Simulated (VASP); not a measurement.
# BaZrO3: NMR shieldings, part 2 of 4

Aim: NMR shielding tensors and field gradients of BaZrO3. The cell has space group Pm-3m. The start is a cell from a database of measured crystal structures.

VASP 6.6.1, plane waves and PAW; the level of theory is named at each step.

So far. Step 2 (Ground state): The cell has a gap of 3.29 eV on this mesh and a pressure of +5.1 GPa, which holds the misfit of the given cell and coordinates with this functional, and any error of cutoff, mesh and data sets. Spin-orbit coupling is left out, which can shift or reorder these edges.

## (3) Shielding tensors

This step: chemical shifts by linear response (GIPAW), PBE; plane waves and PAW (Ba_sv, Zr_sv, O) (VASP 6.6.1).

LCHIMAG computes the induced currents by linear response. It needs tightly converged orbitals and a cutoff well above the default; LEFG adds the field gradients at no cost.

INCAR

```
SYSTEM = BaZrO3
PREC = Accurate
ENCUT = 560
EDIFF = 1E-09
NELM = 100
ISMEAR = 0
SIGMA = 0.01
LREAL = .FALSE.
ALGO = Normal
GGA = PE
NBANDS = 26
LWAVE = .FALSE.
LCHARG = .FALSE.
KPAR = 2
LCHIMAG = .TRUE.
LEFG = .TRUE.
DQ = 0.001
ICHIBARE = 1
LNMR_SYM_RED = .TRUE.
```

POSCAR

```
BaZrO3
1.0
    4.1913400000      0.0000000000      0.0000000000
    0.0000000000      4.1913400000      0.0000000000
    0.0000000000      0.0000000000      4.1913400000
Ba Zr O
1 1 3
Direct
    0.0000000000      0.0000000000      0.0000000000
    0.5000000000      0.5000000000      0.5000000000
    0.5000000000      0.5000000000      0.0000000000
    0.5000000000      0.0000000000      0.5000000000
    0.0000000000      0.5000000000      0.5000000000
```

KPOINTS

```
Automatic mesh
0
Gamma
6 6 6
0 0 0
```

The projector-augmented-wave data sets are Ba_sv, Zr_sv and O (PBE family, release 64).

Run with:

```console
$ mpirun -np 2 vasp_std
```

Log:

```text
[... set-up lines as in an earlier step ...]
 entering main loop
       N       E                     dE             d eps       ncg     rms          rms(c)
DAV:   1     0.331521234927E+03    0.33152E+03   -0.23225E+04  1040   0.160E+03
DAV:   2    -0.274194491293E+02   -0.35894E+03   -0.34931E+03  1316   0.382E+02
DAV:   3    -0.487040479007E+02   -0.21285E+02   -0.21234E+02  1664   0.890E+01
DAV:   4    -0.492491299271E+02   -0.54508E+00   -0.54462E+00  1470   0.115E+01
DAV:   5    -0.492593930404E+02   -0.10263E-01   -0.10262E-01  1464   0.121E+00    0.289E+01
DAV:   6    -0.417473892015E+02    0.75120E+01   -0.41711E+01  1284   0.414E+01    0.128E+01
DAV:   7    -0.417065968116E+02    0.40792E-01   -0.30358E+00  1440   0.986E+00    0.783E+00
DAV:   8    -0.416912190385E+02    0.15378E-01   -0.35161E-01  1266   0.467E+00    0.718E-01
DAV:   9    -0.416868454312E+02    0.43736E-02   -0.63594E-02  1468   0.147E+00    0.494E-01
DAV:  10    -0.416887252352E+02   -0.18798E-02   -0.16500E-02  1378   0.112E+00    0.263E-01
DAV:  11    -0.416882909051E+02    0.43433E-03   -0.23398E-03  1308   0.414E-01    0.376E-02
DAV:  12    -0.416883454579E+02   -0.54553E-04   -0.17925E-04  1264   0.997E-02    0.377E-02
DAV:  13    -0.416883453209E+02    0.13697E-06   -0.24815E-05  1534   0.322E-02    0.539E-03
DAV:  14    -0.416883455386E+02   -0.21771E-06   -0.21626E-06  1274   0.114E-02    0.227E-03
DAV:  15    -0.416883456158E+02   -0.77227E-07   -0.62391E-07  1186   0.590E-03    0.980E-04
DAV:  16    -0.416883456403E+02   -0.24451E-07   -0.44594E-08  1416   0.135E-03    0.332E-04
DAV:  17    -0.416883456588E+02   -0.18492E-07   -0.78890E-09  1296   0.601E-04    0.135E-04
DAV:  18    -0.416883456625E+02   -0.36998E-08   -0.32046E-10   696   0.146E-04    0.279E-05
DAV:  19    -0.416883456637E+02   -0.12287E-08   -0.18170E-10   622   0.946E-05    0.136E-05
DAV:  20    -0.416883456634E+02    0.30877E-09   -0.26767E-11   618   0.363E-05
ion   1
     0.0000000     0.0000000     0.0000000     0.0000000     0.0000000     0.0000000
     0.0000600     0.0000000     0.0000000     0.0000000     0.0000000     0.0000000
     0.0000826     0.0000000     0.0000000     0.0000000     0.0000000     0.0000000
     0.0001137     0.0000000     0.0000000     0.0000000     0.0000000     0.0000000
     0.0001566     0.0000000     0.0000000     0.0000000     0.0000000     0.0000000

     0.0000000     0.0000000     0.0000000    -0.0000000     0.0000000     0.0000000
     0.0000600     0.0000000     0.0000000    -0.0000000     0.0000000     0.0000000
     0.0000826     0.0000000     0.0000000    -0.0000000     0.0000000     0.0000000
     0.0001137     0.0000000     0.0000000    -0.0000000     0.0000000     0.0000000
     0.0001566     0.0000000     0.0000000    -0.0000000     0.0000000     0.0000000

ion   2
     0.0000000    -0.0000000    -0.0000000    -0.0000000    -0.0000000    -0.0000000
     0.0000523    -0.0000000    -0.0000000    -0.0000000    -0.0000000    -0.0000000
     0.0000720    -0.0000000    -0.0000000    -0.0000000    -0.0000000    -0.0000000
     0.0000992    -0.0000000    -0.0000000    -0.0000000    -0.0000000    -0.0000000
     0.0001366    -0.0000000    -0.0000000    -0.0000000    -0.0000000    -0.0000000

     0.0000000    -0.0000000    -0.0000000     0.0000000    -0.0000000     0.0000000
     0.0000523    -0.0000000    -0.0000000     0.0000000    -0.0000000     0.0000000
     0.0000720    -0.0000000    -0.0000000     0.0000000    -0.0000000     0.0000000
     0.0000992    -0.0000000    -0.0000000     0.0000000    -0.0000000     0.0000000
     0.0001366    -0.0000000    -0.0000000     0.0000000    -0.0000000     0.0000000

ion   3
     0.0000000    -0.0000000    -0.0000000     7.0740444    -0.0000000     0.0000000
     0.0000293    -0.0000000    -0.0000000     7.0740444    -0.0000000     0.0000000
     0.0000403    -0.0000000    -0.0000000     7.0740443    -0.0000000     0.0000000
     0.0000555    -0.0000000    -0.0000000     7.0740443    -0.0000000     0.0000000
     0.0000765    -0.0000000    -0.0000000     7.0740442    -0.0000000     0.0000000

     0.0000000    -0.0000000    -0.0000000    15.9148797    -0.0000000     0.0000000
     0.0000293    -0.0000000    -0.0000000    15.9148763    -0.0000000     0.0000000
     0.0000403    -0.0000000    -0.0000000    15.9148741    -0.0000000     0.0000000
     0.0000555    -0.0000000    -0.0000000    15.9148703    -0.0000000     0.0000000
     0.0000765    -0.0000000    -0.0000000    15.9148639    -0.0000000     0.0000000

ion   4
     0.0000000     0.0000000     0.0000000    -3.5370222    -0.0000000    -6.1263022
     0.0000293     0.0000000     0.0000000    -3.5370222    -0.0000000    -6.1263021
     0.0000403     0.0000000     0.0000000    -3.5370222    -0.0000000    -6.1263021
     0.0000555     0.0000000     0.0000000    -3.5370221    -0.0000000    -6.1263021
     0.0000765     0.0000000     0.0000000    -3.5370221    -0.0000000    -6.1263019

     0.0000000     0.0000000     0.0000000    -7.9574398    -0.0000000   -13.7826901
     0.0000293     0.0000000     0.0000000    -7.9574382    -0.0000000   -13.7826872
     0.0000403     0.0000000     0.0000000    -7.9574371    -0.0000000   -13.7826853
     0.0000555     0.0000000     0.0000000    -7.9574352    -0.0000000   -13.7826820
     0.0000765     0.0000000     0.0000000    -7.9574320    -0.0000000   -13.7826764

ion   5
     0.0000000     0.0000000     0.0000000    -3.5370222     0.0000000     6.1263022
     0.0000293     0.0000000     0.0000000    -3.5370222     0.0000000     6.1263021
     0.0000403     0.0000000     0.0000000    -3.5370222     0.0000000     6.1263021
     0.0000555     0.0000000     0.0000000    -3.5370221     0.0000000     6.1263021
     0.0000765     0.0000000     0.0000000    -3.5370221     0.0000000     6.1263019

     0.0000000     0.0000000     0.0000000    -7.9574398     0.0000000    13.7826901
     0.0000293     0.0000000     0.0000000    -7.9574382     0.0000000    13.7826872
     0.0000403     0.0000000     0.0000000    -7.9574371     0.0000000    13.7826853
     0.0000555     0.0000000     0.0000000    -7.9574352     0.0000000    13.7826820
     0.0000765     0.0000000     0.0000000    -7.9574320     0.0000000    13.7826764

   1 F= -.41688346E+02 E0= -.41688346E+02  d E =-.961484-138
DAV:   1    -0.334685635155E+03   -0.33469E+03    0.00000E+00     0   0.000E+00
DAV:   2    -0.334685635155E+03    0.00000E+00    0.00000E+00     0   0.000E+00
BDIR= 1  IDIR= 2  IQ= -1
DAV:   1    -0.669313563184E+03   -0.66931E+03   -0.41481E-02  1258   0.129E+00
DAV:   2    -0.669313827032E+03   -0.26385E-03   -0.26385E-03  1332   0.274E-01
DAV:   3    -0.669313839268E+03   -0.12236E-04   -0.12236E-04  1510   0.413E-02
[...]
RMM:   9    -0.151804216385E+03   -0.21420E-06   -0.55398E-07  1491   0.183E-03
RMM:  10    -0.151804216407E+03   -0.21617E-07   -0.52685E-08  1095   0.534E-04
RMM:  11    -0.151804216410E+03   -0.25944E-08   -0.60575E-09   901   0.208E-04
RMM:  12    -0.151804216410E+03   -0.30633E-09   -0.78131E-10   828   0.997E-05
BDIR= 3  IDIR= 1  IQ=  0
DAV:   1    -0.669371280111E+03   -0.66937E+03   -0.14018E-11   616   0.319E-05
DAV:   2    -0.669371280112E+03   -0.62528E-10   -0.52615E-12   612   0.105E-05
       N       E                     dE             d eps       ncg     rms
RMM:   1    -0.143007769691E+03   -0.14301E+03   -0.26569E+02  1547   0.896E+01
RMM:   2    -0.151061128965E+03   -0.80534E+01   -0.21190E+01  1924   0.151E+01
RMM:   3    -0.151712246981E+03   -0.65112E+00   -0.91978E-01  1887   0.328E+00
RMM:   4    -0.151749551830E+03   -0.37305E-01   -0.95067E-02  1965   0.888E-01
RMM:   5    -0.151752081785E+03   -0.25300E-02   -0.39233E-03  1918   0.214E-01
RMM:   6    -0.151752284581E+03   -0.20280E-03   -0.57162E-04  1947   0.662E-02
RMM:   7    -0.151752302884E+03   -0.18302E-04   -0.35064E-05  1768   0.179E-02
RMM:   8    -0.151752304600E+03   -0.17166E-05   -0.44489E-06  1670   0.552E-03
RMM:   9    -0.151752304812E+03   -0.21189E-06   -0.54824E-07  1427   0.181E-03
RMM:  10    -0.151752304834E+03   -0.21222E-07   -0.51342E-08  1012   0.525E-04
RMM:  11    -0.151752304836E+03   -0.25667E-08   -0.60195E-09   823   0.207E-04
RMM:  12    -0.151752304836E+03   -0.30360E-09   -0.77317E-10   758   0.988E-05
BDIR= 3  IDIR= 1  IQ=  1
DAV:   1    -0.669424544432E+03   -0.66942E+03   -0.37253E-02  1250   0.129E+00
DAV:   2    -0.669424814013E+03   -0.26958E-03   -0.26958E-03  1428   0.266E-01
DAV:   3    -0.669424821129E+03   -0.71155E-05   -0.71154E-05  1408   0.315E-02
DAV:   4    -0.669424821391E+03   -0.26257E-06   -0.26257E-06  1458   0.477E-03
DAV:   5    -0.669424821393E+03   -0.19504E-08   -0.18753E-08  1208   0.508E-04
DAV:   6    -0.669424821393E+03    0.77307E-11   -0.65465E-10   924   0.748E-05
       N       E                     dE             d eps       ncg     rms
RMM:   1    -0.142971935019E+03   -0.14297E+03   -0.26559E+02  1547   0.896E+01
RMM:   2    -0.151011613368E+03   -0.80397E+01   -0.21141E+01  1924   0.151E+01
RMM:   3    -0.151660495165E+03   -0.64888E+00   -0.91589E-01  1891   0.328E+00
RMM:   4    -0.151697713265E+03   -0.37218E-01   -0.95115E-02  1989   0.887E-01
RMM:   5    -0.151700217721E+03   -0.25045E-02   -0.38730E-03  1945   0.213E-01
RMM:   6    -0.151700418075E+03   -0.20035E-03   -0.56622E-04  2002   0.659E-02
RMM:   7    -0.151700435872E+03   -0.17798E-04   -0.34346E-05  1838   0.177E-02
RMM:   8    -0.151700437540E+03   -0.16679E-05   -0.42675E-06  1737   0.545E-03
RMM:   9    -0.151700437752E+03   -0.21164E-06   -0.54878E-07  1488   0.182E-03
RMM:  10    -0.151700437773E+03   -0.21358E-07   -0.52201E-08  1088   0.530E-04
RMM:  11    -0.151700437776E+03   -0.25280E-08   -0.59613E-09   895   0.206E-04
RMM:  12    -0.151700437776E+03   -0.29826E-09   -0.75319E-10   825   0.987E-05
BDIR= 3  IDIR= 2  IQ= -1
DAV:   1    -0.669313563184E+03   -0.66931E+03   -0.41481E-02  1258   0.129E+00
DAV:   2    -0.669313827032E+03   -0.26385E-03   -0.26385E-03  1332   0.274E-01
DAV:   3    -0.669313839269E+03   -0.12236E-04   -0.12236E-04  1510   0.413E-02
DAV:   4    -0.669313839465E+03   -0.19598E-06   -0.19594E-06  1386   0.524E-03
DAV:   5    -0.669313839466E+03   -0.19360E-08   -0.20214E-08  1330   0.493E-04
DAV:   6    -0.669313839467E+03   -0.19213E-09   -0.39300E-10   956   0.683E-05
       N       E                     dE             d eps       ncg     rms
RMM:   1    -0.126479556173E+03   -0.12648E+03   -0.20493E+02  1545   0.865E+01
RMM:   2    -0.131918040834E+03   -0.54385E+01   -0.16170E+01  1920   0.129E+01
RMM:   3    -0.132301757874E+03   -0.38372E+00   -0.52829E-01  1893   0.242E+00
RMM:   4    -0.132323572494E+03   -0.21815E-01   -0.58858E-02  1984   0.636E-01
RMM:   5    -0.132325037158E+03   -0.14647E-02   -0.22824E-03  1951   0.144E-01
RMM:   6    -0.132325146357E+03   -0.10920E-03   -0.30121E-04  1983   0.425E-02
RMM:   7    -0.132325156414E+03   -0.10057E-04   -0.21377E-05  1851   0.116E-02
RMM:   8    -0.132325157428E+03   -0.10136E-05   -0.27044E-06  1695   0.351E-03
RMM:   9    -0.132325157539E+03   -0.11138E-06   -0.28468E-07  1340   0.110E-03
RMM:  10    -0.132325157554E+03   -0.14474E-07   -0.38012E-08   994   0.384E-04
RMM:  11    -0.132325157556E+03   -0.18497E-08   -0.52160E-09   843   0.166E-04
RMM:  12    -0.132325157556E+03   -0.24957E-09   -0.66176E-10   784   0.895E-05
BDIR= 3  IDIR= 2  IQ=  0
DAV:   1    -0.669371280112E+03   -0.66937E+03   -0.14158E-11   616   0.319E-05
DAV:   2    -0.669371280111E+03    0.13836E-09   -0.58411E-12   612   0.105E-05
       N       E                     dE             d eps       ncg     rms
RMM:   1    -0.126508375359E+03   -0.12651E+03   -0.20526E+02  1543   0.865E+01
RMM:   2    -0.131952073569E+03   -0.54437E+01   -0.16175E+01  1923   0.130E+01
RMM:   3    -0.132335655392E+03   -0.38358E+00   -0.52677E-01  1890   0.242E+00
RMM:   4    -0.132357443683E+03   -0.21788E-01   -0.59136E-02  1965   0.635E-01
RMM:   5    -0.132358861941E+03   -0.14183E-02   -0.22262E-03  1911   0.142E-01
RMM:   6    -0.132358967945E+03   -0.10600E-03   -0.29019E-04  1922   0.418E-02
RMM:   7    -0.132358977851E+03   -0.99061E-05   -0.21195E-05  1736   0.115E-02
RMM:   8    -0.132358978854E+03   -0.10030E-05   -0.26825E-06  1611   0.348E-03
RMM:   9    -0.132358978963E+03   -0.10945E-06   -0.28082E-07  1268   0.108E-03
RMM:  10    -0.132358978978E+03   -0.14242E-07   -0.37447E-08   924   0.379E-04
RMM:  11    -0.132358978979E+03   -0.18145E-08   -0.51717E-09   749   0.164E-04
RMM:  12    -0.132358978980E+03   -0.24329E-09   -0.64495E-10   686   0.879E-05
BDIR= 3  IDIR= 2  IQ=  1
DAV:   1    -0.669428608163E+03   -0.66943E+03   -0.41398E-02  1258   0.129E+00
DAV:   2    -0.669428870840E+03   -0.26268E-03   -0.26268E-03  1332   0.274E-01
DAV:   3    -0.669428883035E+03   -0.12195E-04   -0.12195E-04  1524   0.410E-02
DAV:   4    -0.669428883225E+03   -0.18972E-06   -0.18962E-06  1378   0.512E-03
DAV:   5    -0.669428883227E+03   -0.18783E-08   -0.19774E-08  1368   0.485E-04
DAV:   6    -0.669428883227E+03   -0.25693E-10   -0.37018E-10   980   0.675E-05
       N       E                     dE             d eps       ncg     rms
RMM:   1    -0.126536569023E+03   -0.12654E+03   -0.20540E+02  1543   0.865E+01
RMM:   2    -0.131984943480E+03   -0.54484E+01   -0.16179E+01  1924   0.130E+01
RMM:   3    -0.132368465953E+03   -0.38352E+00   -0.52571E-01  1893   0.242E+00
RMM:   4    -0.132390196694E+03   -0.21731E-01   -0.58922E-02  1985   0.635E-01
RMM:   5    -0.132391622206E+03   -0.14255E-02   -0.22420E-03  1950   0.142E-01
RMM:   6    -0.132391729162E+03   -0.10696E-03   -0.29280E-04  1984   0.421E-02
RMM:   7    -0.132391739088E+03   -0.99256E-05   -0.21148E-05  1854   0.115E-02
RMM:   8    -0.132391740088E+03   -0.99981E-06   -0.26752E-06  1692   0.348E-03
RMM:   9    -0.132391740197E+03   -0.10894E-06   -0.27956E-07  1358   0.109E-03
RMM:  10    -0.132391740211E+03   -0.14202E-07   -0.37582E-08  1007   0.381E-04
RMM:  11    -0.132391740213E+03   -0.17762E-08   -0.51248E-09   839   0.163E-04
RMM:  12    -0.132391740213E+03   -0.23866E-09   -0.62666E-10   776   0.877E-05
       N       E                     dE             d eps       ncg     rms
RLQ:   1    -0.271063760308E+01   -0.27106E+01   -0.12961E+01  1603   0.202E+01
RLQ:   2    -0.283062672680E+01   -0.11999E+00   -0.20236E-01  1811   0.154E+00
RLQ:   3    -0.283814165862E+01   -0.75149E-02   -0.13521E-02  1815   0.269E-01
RLQ:   4    -0.283854787091E+01   -0.40621E-03   -0.71847E-04  1838   0.670E-02
RLQ:   5    -0.283857802316E+01   -0.30152E-04   -0.67523E-05  1732   0.164E-02
RLQ:   6    -0.283858026716E+01   -0.22440E-05   -0.42182E-06  1495   0.390E-03
RLQ:   7    -0.283858042947E+01   -0.16231E-06   -0.36788E-07  1286   0.990E-04
RLQ:   8    -0.283858043843E+01   -0.89552E-08   -0.10967E-08  1017   0.244E-04
RLQ:   9    -0.283858043911E+01   -0.67972E-09   -0.16214E-09   758   0.971E-05
```

Wall time 6.7 min (2 MPI ranks of AMD EPYC 7R43, shared host); peak memory 0.76 GiB; 13 min of CPU time.

From OUTCAR (step 3):

```text
The static configuration has the point symmetry O_h .

 Found     20 irreducible k-points:

   k-points           NKPTS =     20   k-points in BZ     NKDIM =     20   number of bands    NBANDS=     26

   ENCUT  =  560.0 eV  41.16 Ry    6.42 a.u.   8.09  8.09  8.09*2*pi/ulx,y,z

   NELECT =      40.0000    total number of electrons

  Total        2.3176636      2.3176636      2.3176636      0.0000000     -0.0000000      0.0000000
  in kB       50.4315481     50.4315481     50.4315481      0.0000000     -0.0000000      0.0000000
  external PRESSURE =      50.4315481 kB  Pullay stress =       0.0000000 kB

  energy-cutoff  :      560.00
  volume of cell :       73.63
      direct lattice vectors                 reciprocal lattice vectors
     4.191340000  0.000000000  0.000000000     0.238587182  0.000000000  0.000000000
     0.000000000  4.191340000  0.000000000     0.000000000  0.238587182  0.000000000
     0.000000000  0.000000000  4.191340000     0.000000000  0.000000000  0.238587182

 Electric field gradients after diagonalization (V/A^2)
 (convention: |V_zz| > |V_xx| > |V_yy|)
----------------------------------------------------------------------
 ion       V_xx      V_yy      V_zz     asymmetry (V_yy - V_xx)/ V_zz
----------------------------------------------------------------------
   1      -0.000    -0.000    -0.000      -0.015
   2       0.000    -0.000     0.000      -0.315
   3       7.346     7.346   -14.692       0.000
   4       7.346     7.346   -14.692       0.000
   5       7.346     7.346   -14.692       0.000
----------------------------------------------------------------------

  ORBITAL MAGNETIC SUSCEPTIBILITY, excluding core contribution
 -------------------------------------------------------------
  Approximate magnetic susceptibility, pGv (10^-6 cm^3/mole)
     1        -48.780648          0.000000         -0.000000
     2         -0.000000        -48.780648         -0.000000
     3          0.000000         -0.000000        -48.780648
 -------------------------------------------------------------
  Approximate magnetic susceptibility, vGv (10^-6 cm^3/mole)
     1        -37.110218          0.000000          0.000000
     2          0.000000        -37.110218          0.000000
     3          0.000000          0.000000        -37.110218

  CSA tensor (J. Mason, Solid State Nucl. Magn. Reson. 2, 285 (1993))
  for chemical shielding  (including the isotropic core contribution)

  BDIR labels direction of applied magnetic field (i.e. B0)
  For BDIR==1, B0 along x-axis, etc.
  Induced field listed along cartesian directions for each BDIR
 ------------------------------------------------------------------------------------------
                 EXCLUDING G=0 CONTRIBUTION              INCLUDING G=0 CONTRIBUTION
 ------------------------------------------------------------------------------------------
  ion  BDIR            X           Y           Z                X           Y           Z
          (   iso_shield        span        skew ) (   iso_shield        span        skew )
 ------------------------------------------------------------------------------------------
    1     1    4900.6081      0.0000      0.0000        4912.6081      0.0000      0.0000
          2       0.0000   4900.6081      0.0000           0.0000   4912.6081      0.0000
          3      -0.0000     -0.0000   4900.6081          -0.0000     -0.0000   4912.6081
          (    4900.6081      0.0000      0.0000 ) (    4912.6081      0.0000      0.0000 )

    2     1    1446.5953      0.0000     -0.0000        1458.5953      0.0000     -0.0000
          2      -0.0000   1446.5953      0.0000          -0.0000   1458.5953      0.0000
          3      -0.0000      0.0000   1446.5953          -0.0000      0.0000   1458.5953
          (    1446.5953      0.0000      0.0000 ) (    1458.5953      0.0000      0.0000 )

    3     1    -276.9043      0.0000      0.0000        -264.9043     -0.0000      0.0000
          2       0.0000   -276.9043     -0.0000           0.0000   -264.9043     -0.0000
          3      -0.0000     -0.0000     37.9827          -0.0000     -0.0000     49.9828
          (    -171.9420    314.8871      1.0000 ) (    -159.9420    314.8871      1.0000 )

    4     1    -276.9043     -0.0000     -0.0000        -264.9043     -0.0000     -0.0000
          2       0.0000     37.9827      0.0000           0.0000     49.9828      0.0000
          3      -0.0000     -0.0000   -276.9043          -0.0000     -0.0000   -264.9043
          (    -171.9420    314.8871      1.0000 ) (    -159.9420    314.8871      1.0000 )

    5     1      37.9827     -0.0000     -0.0000          49.9828     -0.0000     -0.0000
          2      -0.0000   -276.9043      0.0000          -0.0000   -264.9043      0.0000
          3       0.0000      0.0000   -276.9043           0.0000      0.0000   -264.9043
          (    -171.9420    314.8871      1.0000 ) (    -159.9420    314.8871      1.0000 )
 ------------------------------------------------------------------------------------------

[... 5 parts as in an earlier step ...]

[... 2 further parts left out ...]
```

Spin-orbit coupling is left out, which changes shieldings on and beside heavy atoms by much.

This step gave:

```
free energy (TOTEN)            : -41.69 eV
Fermi energy                   : 3.963 eV
pressure                       : 5.043 GPa
gap on the k-mesh              : 3.190 eV
least direct gap on the k-mesh : 3.413 eV
```

Valence and core; the G = 0 term is that of a spherical sample. NMR shielding, by row:

```
atom  isotropic shielding (ppm)  span (ppm)  skew  isotropic shielding without the G = 0 term (ppm)
 Ba1                       4913           0     -                                              4901
 Zr2                       1459           0     -                                              1447
  O3                     -159.9       314.9     1                                            -171.9
  O4                     -159.9       314.9     1                                            -171.9
  O5                     -159.9       314.9     1                                            -171.9
```

(Continued in part 3 of 4.)

[Lines on the potential files, build, host, timing and source positions are cut from VASP's logs without a mark.]

[Logs are printed without paths, hosts, clocks, repeated set-up lines and the standing remarks that a program may print on its own settings, such as how far it seeks lower states.]

[Hosts, paths, dates, database ids (printed as entryN), source tags and the programs' standing remarks are cut or masked in the printed files.]
